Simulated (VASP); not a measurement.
Input:

```xyz
1
Lattice="0.0000 1.9146 1.9146 1.9146 0.0000 1.9146 1.9146 1.9146 0.0000" Properties=species:S:1:pos:R:3 pbc="T T T"
Rh     0.0000     0.0000     0.0000
```

All values below come from PBE GGA with D3 dispersion (zero damping), VASP's PBE PAW potentials (set 64) (plane waves; VASP 6.6.1). Settings: 520 eV cut-off, 16×16×16 Γ-centred mesh, first-order Methfessel-Paxton smearing of 0.10 eV, potentials Rh_pv.

Problem. Predict the energy per atom (σ→0), pressure, band gap (on the k-mesh) with the smallest direct gap where there is one.

Solution. 
- band gap (on the k-mesh): none (metal, semimetal or under 0.01 eV)
- energy per atom (σ→0): -7.821 eV/atom
- pressure: -7.65 GPa

Total energies compare only between runs with the same potentials, cut-off and functional.

The compound is Rh in the fcc structure. This cell is one point of a volume scan, at 1.03 of the reference volume.
